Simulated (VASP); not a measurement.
**What goes wrong when the gap of C (Diamond) is computed with a bad input**

Aim: see how common mistakes in a band-structure run show up, on C (Diamond). The starting structure is a measured crystal structure from the Crystallography Open Database. Cell and atoms stay as given unless a step says otherwise.

Method: Kohn-Sham DFT with plane waves and PAW; LDA, in VASP 6.6.1.

### 1. Set-up

Symmetry: Fd-3m, No. 227, cubic system. The conventional cell has a = 3.567 Å, b = 3.567 Å, c = 3.567 Å, α = 90.00°, β = 90.00°, γ = 90.00°. C has 4 C at 1.54 Å nearest.

Structure file:

```xyz
2
Lattice="0.0000 1.7834 1.7834 1.7834 0.0000 1.7834 1.7834 1.7834 0.0000" Properties=species:S:1:pos:R:3 pbc="T T T"
C     2.6751    2.6751    2.6751
C     1.7834    1.7834    1.7834
```

### 2. Reference bands

The input, INCAR:

```
SYSTEM = C
PREC = Accurate
ENCUT = 460
EDIFF = 1E-06
NELM = 100
ISMEAR = 0
SIGMA = 0.03
LREAL = .FALSE.
ALGO = Normal
GGA = CA
NBANDS = 16
LORBIT = 11
LWAVE = .FALSE.
LCHARG = .FALSE.
KPAR = 4
LASPH = .TRUE.
```

The input, POSCAR:

```
C
1.0
    0.0000000000      1.7833700000      1.7833700000
    1.7833700000      0.0000000000      1.7833700000
    1.7833700000      1.7833700000      0.0000000000
C
2
Direct
    0.7500000000      0.7500000000      0.7500000000
    0.5000000000      0.5000000000      0.5000000000
```

The input, KPOINTS:

```
Automatic mesh
0
Gamma
10 10 10
0 0 0
```

The input, KPOINTS_OPT:

```
Line mode
10
Line-mode
Reciprocal
  0.00000000   0.00000000   0.00000000 GAMMA
  0.50000000   0.00000000   0.50000000 X

  0.50000000   0.00000000   0.50000000 X
  0.50000000   0.25000000   0.75000000 W

  0.50000000   0.25000000   0.75000000 W
  0.37500000   0.37500000   0.75000000 K

  0.37500000   0.37500000   0.75000000 K
  0.00000000   0.00000000   0.00000000 GAMMA

  0.00000000   0.00000000   0.00000000 GAMMA
  0.50000000   0.50000000   0.50000000 L

  0.50000000   0.50000000   0.50000000 L
  0.62500000   0.25000000   0.62500000 U

  0.62500000   0.25000000   0.62500000 U
  0.50000000   0.25000000   0.75000000 W

  0.50000000   0.25000000   0.75000000 W
  0.50000000   0.50000000   0.50000000 L

  0.50000000   0.50000000   0.50000000 L
  0.37500000   0.37500000   0.75000000 K

  0.62500000   0.25000000   0.62500000 U
  0.50000000   0.00000000   0.50000000 X
```

PAW data sets: C (LDA family, release 64).

Started as:

```console
mpirun -np 4 vasp_std
```

Output:

```text
[banner, memory and clock lines left out]
running    4 mpi-ranks, on    1 nodes
 distrk:  each k-point on    1 cores,    4 groups
 distr:  one band on    1 cores,    1 groups

 POSCAR found type information on POSCAR C
 POSCAR found :  1 types and       2 ions
 LDA part: xc-table for (Slater(with rela. corr.)+CA(PZ))
 , standard interpolation
 POSCAR, INCAR and KPOINTS ok, starting setup
 FFT: planning ... GRIDC
 FFT: planning ... GRID_SOFT
 FFT: planning ... GRID
 WAVECAR not read
 entering main loop
       N       E                     dE             d eps       ncg     rms          rms(c)
DAV:   1     0.116199713263E+01    0.11620E+01   -0.40500E+03  1560   0.435E+02
DAV:   2    -0.207531044473E+02   -0.21915E+02   -0.21250E+02  2016   0.108E+02
DAV:   3    -0.210389787057E+02   -0.28587E+00   -0.28578E+00  1656   0.935E+00
DAV:   4    -0.210392006369E+02   -0.22193E-03   -0.22193E-03  1992   0.336E-01
DAV:   5    -0.210392008418E+02   -0.20489E-06   -0.20491E-06  1696   0.846E-03    0.573E+00
DAV:   6    -0.204455145515E+02    0.59369E+00   -0.20791E-01  1656   0.267E+00    0.332E+00
DAV:   7    -0.202379939826E+02    0.20752E+00   -0.26468E-01  1776   0.298E+00    0.745E-01
DAV:   8    -0.202379596935E+02    0.34289E-04   -0.10362E-02  1688   0.616E-01    0.731E-02
DAV:   9    -0.202379100315E+02    0.49662E-04   -0.57063E-05  1856   0.461E-02    0.234E-02
DAV:  10    -0.202379121563E+02   -0.21248E-05   -0.39802E-06  1872   0.124E-02    0.547E-03
DAV:  11    -0.202379119945E+02    0.16181E-06   -0.24693E-07  1000   0.284E-03
   1 F= -.20237912E+02 E0= -.20237912E+02  d E =-.459592E-69
 Start KPOINTS_OPT (optional k-point list driver)
k-point batch [1-47\100]
       N       E                     dE             ncg
DAV:   1     0.141920736138E+04   -0.12814E+05     1568
DAV:   2     0.485007114032E+03   -0.93420E+03     1984
DAV:   3     0.471576628741E+03   -0.13430E+02     1672
DAV:   4     0.471566348120E+03   -0.10281E-01     2016
DAV:   5     0.471566339062E+03   -0.90575E-05     1656
DAV:   6     0.471566339052E+03   -0.98792E-08     1632
[...]
k-point batch [95-100\100]
       N       E                     dE             ncg
DAV:   1     0.171373582803E+05   -0.24474E+04      200
DAV:   2     0.170071553502E+05   -0.13020E+03      248
DAV:   3     0.170056265731E+05   -0.15288E+01      248
DAV:   4     0.170056256645E+05   -0.90855E-03      256
DAV:   5     0.170056256639E+05   -0.57040E-06      224
```

Wall time 2.2 s (4 MPI ranks of Intel Xeon 6975P-C (Granite Rapids), shared host); peak memory 0.43 GiB.

Lines that name or quote the potential files are left out of all logs, and their timing lines are given in words.

OUTCAR, selected parts (step 2):

```text
ion  position               nearest neighbor table
   1  0.750  0.750  0.750-   2 1.54   2 1.54   2 1.54   2 1.54
   2  0.500  0.500  0.500-   1 1.54   1 1.54   1 1.54   1 1.54

  LATTYP: Found a face centered cubic cell.
 ALAT       =     3.5667400000

 Subroutine GETGRP returns: Found 48 space group operations
 (whereof 24 operations were pure point group operations)

The static configuration has the point symmetry T_d .
 The point group associated with its full space group is O_h .

 Found     47 irreducible k-points:

   k-points           NKPTS =     47   k-points in BZ     NKDIM =     47   number of bands    NBANDS=     16

   dimension x,y,z NGX =    18 NGY =   18 NGZ =   18
   dimension x,y,z NGXF=    36 NGYF=   36 NGZF=   36

   ENCUT  =  460.0 eV  33.81 Ry    5.81 a.u.   4.41  4.41  4.41*2*pi/ulx,y,z

   NELECT =       8.0000    total number of electrons

 k-points in reciprocal lattice and weights: Automatic mesh
   0.00000000  0.00000000  0.00000000       0.001
   0.10000000  0.00000000  0.00000000       0.008
   0.20000000  0.00000000  0.00000000       0.008
   0.30000000  0.00000000  0.00000000       0.008
   0.40000000  0.00000000  0.00000000       0.008
   0.50000000  0.00000000  0.00000000       0.004
   0.10000000  0.10000000  0.00000000       0.006
   0.20000000  0.10000000  0.00000000       0.024
   0.30000000  0.10000000  0.00000000       0.024
[...]
-0.30000000  0.40000000  0.20000000       0.024
  -0.30000000  0.50000000  0.20000000       0.012

 average (electrostatic) potential at core
       1 -49.5067       2 -49.5067

 E-fermi :  10.0906

 k-point     1 :       0.0000    0.0000    0.0000
  band No.  band energies     occupation
      1     -11.5944      2.00000
      2       9.7235      2.00000
      3       9.7235      2.00000
      4       9.7235      2.00000
      5      15.2711      0.00000
      6      15.2711      0.00000
      7      15.2711      0.00000
      8      23.2800      0.00000
      9      28.7278      0.00000
    ...

 k-point     2 :       0.1000    0.0000    0.0000
  band No.  band energies     occupation
      1     -11.3180      2.00000
      2       8.0671      2.00000
      3       9.2784      2.00000
      4       9.2784      2.00000
      5      15.8535      0.00000
      6      15.8535      0.00000
      7      16.2185      0.00000
      8      23.4696      0.00000
      9      29.1593      0.00000
    ...

 k-point     3 :       0.2000    0.0000    0.0000
  band No.  band energies     occupation
      1     -10.4932      2.00000
      2       4.8891      2.00000
      3       8.4055      2.00000
      4       8.4055      2.00000
      5      16.9734      0.00000
      6      16.9734      0.00000
      7      17.4761      0.00000
      8      23.9939      0.00000
      9      29.9060      0.00000
    ...

  Total       -0.8405044     -0.8405044     -0.8405044      0.0000000     -0.0000000     -0.0000000
  in kB     -118.7124301   -118.7124301   -118.7124301      0.0000000     -0.0000000     -0.0000000
  external PRESSURE =    -118.7124301 kB  Pullay stress =       0.0000000 kB

  energy-cutoff  :      460.00
  volume of cell :       11.34
      direct lattice vectors                 reciprocal lattice vectors
     0.000000000  1.783370000  1.783370000    -0.280368067  0.280368067  0.280368067
     1.783370000  0.000000000  1.783370000     0.280368067 -0.280368067  0.280368067
     1.783370000  1.783370000  0.000000000     0.280368067  0.280368067 -0.280368067

 POSITION                                       TOTAL-FORCE (eV/Angst)
 -----------------------------------------------------------------------------------
      2.67505      2.67505      2.67505        -0.000000     -0.000000     -0.000000
      1.78337      1.78337      1.78337         0.000000      0.000000      0.000000
 -----------------------------------------------------------------------------------
    total drift:                                0.000000     -0.000000      0.000000

  FREE ENERGIE OF THE ION-ELECTRON SYSTEM (eV)
  ---------------------------------------------------
  free  energy   TOTEN  =       -20.2379119945 eV

  energy  without entropy=      -20.2379119945  energy(sigma->0) =      -20.23791199

 total charge
# of ion       s       p       d       tot
------------------------------------------
    1        0.821   1.753   0.000   2.574
    2        0.821   1.753   0.000   2.574
--------------------------------------------------
tot          1.641   3.507   0.000   5.148

[... 3 further parts left out ...]
```

At this level the cell is under a tension of 11.9 GPa, so at these settings it is away from equilibrium.

The reference gap is 4.115 eV.

### 3. Bands with no empty bands

A slip made on purpose: no empty bands. Against step 2 the input has NBANDS = 4 and no band path (also changed: NELM).

Changes to INCAR since step 2:

```diff
@@ -4,3 +4,3 @@
 EDIFF = 1E-06
-NELM = 100
+NELM = 60
 ISMEAR = 0
@@ -10,3 +10,3 @@
 GGA = CA
-NBANDS = 16
+NBANDS = 4
 LORBIT = 11
```

POSCAR is that of step 2.

KPOINTS is that of step 2.

Started as:

```console
mpirun -np 4 vasp_std
```

Output:

```text
[... set-up lines as in an earlier step ...]
 entering main loop
       N       E                     dE             d eps       ncg     rms          rms(c)
DAV:   1     0.314420607548E+02    0.31442E+02   -0.43186E+03   376   0.173E+03
DAV:   2    -0.197965303056E+02   -0.51239E+02   -0.51239E+02   580   0.270E+02
DAV:   3    -0.210128762466E+02   -0.12163E+01   -0.12163E+01   404   0.538E+01
DAV:   4    -0.210387061891E+02   -0.25830E-01   -0.25830E-01   436   0.685E+00
[...]
DAV:  10    -0.202379158797E+02   -0.53278E-05   -0.34052E-05   376   0.986E-02    0.121E-02
DAV:  11    -0.202379120407E+02    0.38390E-05   -0.91420E-06   376   0.479E-02    0.110E-03
DAV:  12    -0.202379119998E+02    0.40960E-07   -0.10681E-07   188   0.582E-03
 -----------------------------------------------------------------------------
|                                                                             |
|           W    W    AA    RRRRR   N    N  II  N    N   GGGG   !!!           |
|           W    W   A  A   R    R  NN   N  II  NN   N  G    G  !!!           |
|           W    W  A    A  R    R  N N  N  II  N N  N  G       !!!           |
|           W WW W  AAAAAA  RRRRR   N  N N  II  N  N N  G  GGG   !            |
|           WW  WW  A    A  R   R   N   NN  II  N   NN  G    G                |
|           W    W  A    A  R    R  N    N  II  N    N   GGGG   !!!           |
|                                                                             |
|     Your highest band is occupied at some k-points! Unless you are          |
|     performing a calculation for an insulator or semiconductor, without     |
|     unoccupied bands, you have included TOO FEW BANDS!! Please increase     |
|     the parameter NBANDS in file INCAR to ensure that the highest band      |
|     is unoccupied at all k-points. It is always recommended to include      |
|     a few unoccupied bands to accelerate the convergence of                 |
|     molecular-dynamics runs (even for insulators or semiconductors),        |
|     since the presence of unoccupied bands improves wavefunction            |
|     prediction and helps to suppress 'band-crossings'.                      |
|                                                                             |
 -----------------------------------------------------------------------------

   1 F= -.20237912E+02 E0= -.20237912E+02  d E =-.619601E-12
```

Elapsed: 1.2 s, on 4 MPI ranks; peak memory 0.39 GiB.

From OUTCAR (step 3):

```text
  Total       -0.8399949     -0.8399949     -0.8399949     -0.0000000      0.0000000     -0.0000000
  in kB     -118.6404679   -118.6404679   -118.6404679     -0.0000000      0.0000000     -0.0000000
  external PRESSURE =    -118.6404679 kB  Pullay stress =       0.0000000 kB

 POSITION                                       TOTAL-FORCE (eV/Angst)
 -----------------------------------------------------------------------------------
      2.67505      2.67505      2.67505         0.000000      0.000000      0.000000
      1.78337      1.78337      1.78337        -0.000000     -0.000000     -0.000000
 -----------------------------------------------------------------------------------
    total drift:                                0.000000     -0.000000      0.000000

  FREE ENERGIE OF THE ION-ELECTRON SYSTEM (eV)
  ---------------------------------------------------
  free  energy   TOTEN  =       -20.2379119998 eV

  energy  without entropy=      -20.2379119998  energy(sigma->0) =      -20.23791200

[... 1 part as in an earlier step ...]

[... 2 further parts left out ...]
[key lines of the parts left out:]
E-fermi :   9.8515
```

The run converges, yet it holds no empty band, so no gap can be read from it.

### 4. Bands with a hybrid's name typed into the meta-GGA tag

A slip made on purpose: a hybrid's name typed into the meta-GGA tag. Against step 2 the input has METAGGA = HSE06 and no GGA (also changed: NELM).

Changes to INCAR since step 3:

```diff
@@ -9,4 +9,3 @@
 ALGO = Normal
-GGA = CA
-NBANDS = 4
+NBANDS = 16
 LORBIT = 11
@@ -16 +15,2 @@
 LASPH = .TRUE.
+METAGGA = HSE06
```

POSCAR is that of step 3.

KPOINTS is that of step 3.

KPOINTS_OPT is that of step 2.

Started as:

```console
mpirun -np 4 vasp_std
```

Output:

```text
[banner, memory and clock lines left out]
running    4 mpi-ranks, on    1 nodes
[...]
|                                                                             |
|     EEEEEEE  RRRRRR   RRRRRR   OOOOOOO  RRRRRR      ###     ###     ###     |
|     E        R     R  R     R  O     O  R     R     ###     ###     ###     |
|     E        R     R  R     R  O     O  R     R     ###     ###     ###     |
|     EEEEE    RRRRRR   RRRRRR   O     O  RRRRRR       #       #       #      |
|     E        R   R    R   R    O     O  R   R                               |
|     E        R    R   R    R   O     O  R    R      ###     ###     ###     |
|     EEEEEEE  R     R  R     R  OOOOOOO  R     R     ###     ###     ###     |
|                                                                             |
|     Error: One of the selected functionals does not exist.                  |
|                                                                             |
|       ---->  I REFUSE TO CONTINUE WITH THIS SICK JOB ... BYE!!! <----       |
|                                                                             |

1
1
1
1
```

Elapsed: 3.8 s, on 4 MPI ranks.

VASP stopped with this message: “Error: One of the selected functionals does not exist”.

[end of part 1 of 2]

[Lines on the potential files, build, host, timing and source positions are cut from VASP's logs without a mark.]

[Logs are printed without paths, hosts, clocks, repeated set-up lines and the standing remarks that a program may print on its own settings, such as how far it seeks lower states.]

[Hosts, paths, dates, database ids (printed as entryN), source tags and the programs' standing remarks are cut or masked in the printed files.]
